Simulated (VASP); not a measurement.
Here is the system:

```
CELL_PARAMETERS angstrom
      2.14737    -3.71935     0.00000
      2.14737     3.71935     0.00000
      0.00000     0.00000     7.03917
ATOMIC_POSITIONS crystal
  Mg 0.00000 0.00000 0.00000
  I  0.33333 0.66667 0.24084
  I  0.66667 0.33333 0.75916
```

Calculation: vdW-DF2, VASP's PBE PAW potentials (set 64) (plane waves; VASP). Settings: 520 eV cut-off, 7×7×4 Γ-centred mesh, tetrahedra with Blöchl corrections, potentials Mg I.

The cores are frozen, which limits the accuracy of field gradients.

**Question.** Give the principal components of the electric field gradient (V/Å²) and the asymmetry η at each nucleus.

**Answer.** 
```tsv
atom	Vxx	Vyy	Vzz	η
Mg1	-0.3	-0.3	0.6	0.00
I2	28.9	28.9	-57.7	0.00
I3	28.9	28.9	-57.7	0.00
```

The compound is MgI2 in the 1T layered structure. It was relaxed first, which changed the volume by +10 %.
